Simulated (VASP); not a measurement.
Here is a VASP 6.6.1 calculation.

The input INCAR:

```
PREC = Accurate
ENCUT = 600
EDIFF = 1E-6
ISMEAR = 1
SIGMA = 0.1
LREAL = False
LASPH = True
NELM = 80
ALGO = Normal
ISIF = 3
LWAVE = False
LCHARG = False
METAGGA = R2SCAN
LMIXTAU = True
IBRION = 2
NSW = 90
EDIFFG = -0.01
KPAR = 4
```

Contents of KPOINTS:

```
regular mesh
0
Gamma
  6 6 6
```

The input POSCAR:

```
LaSiIr
1.0
    6.3630000000      0.0000000000      0.0000000000
    0.0000000000      6.3630000000      0.0000000000
    0.0000000000      0.0000000000      6.3630000000
La Si Ir
4 4 4
Direct
    0.1325000000      0.1325000000      0.1325000000
    0.3675000000      0.8675000000      0.6325000000
    0.6325000000      0.3675000000      0.8675000000
    0.8675000000      0.6325000000      0.3675000000
    0.8390000000      0.8390000000      0.8390000000
    0.6610000000      0.1610000000      0.3390000000
    0.3390000000      0.6610000000      0.1610000000
    0.1610000000      0.3390000000      0.6610000000
    0.4230000000      0.4230000000      0.4230000000
    0.0770000000      0.5770000000      0.9230000000
    0.9230000000      0.0770000000      0.5770000000
    0.5770000000      0.9230000000      0.0770000000
```

Potentials or basis: VASP PAW PBE potentials, release 64 (La, Si, Ir).

Launch:

```console
$ cat potpaw_PBE.64/La/POTCAR potpaw_PBE.64/Si/POTCAR potpaw_PBE.64/Ir/POTCAR > POTCAR
$ mpirun -np 4 vasp_std > vasp.out
```

Problem. Predict the space group after relaxing (to 0.05 Å).

Solution. P2_13 (No. 198).

Problem. Predict the relaxed cell.

Solution. a = 6.413 Å, b = 6.413 Å, c = 6.413 Å, α = 90.00°, β = 90.00°, γ = 90.00°.

Problem. Predict the relaxed volume.

Solution. 21.98 Å³/atom.

Final structure:
```
La Si Ir
1.0
     6.41288    0.00000    0.00000
     0.00000    6.41288    0.00000
     0.00000    0.00000    6.41288
La Si Ir
4 4 4
Direct
  0.13705 0.13705 0.13705
  0.36295 0.86295 0.63705
  0.63705 0.36295 0.86295
  0.86295 0.63705 0.36295
  0.84247 0.84247 0.84247
  0.65753 0.15753 0.34247
  0.34247 0.65753 0.15753
  0.15753 0.34247 0.65753
  0.42645 0.42645 0.42645
  0.07355 0.57355 0.92645
  0.92645 0.07355 0.57355
  0.57355 0.92645 0.07355
```

Caveat: the PAW data sets were made with another functional, which shifts forces and pressure a little. Zero-point motion and thermal expansion aren't in these numbers.
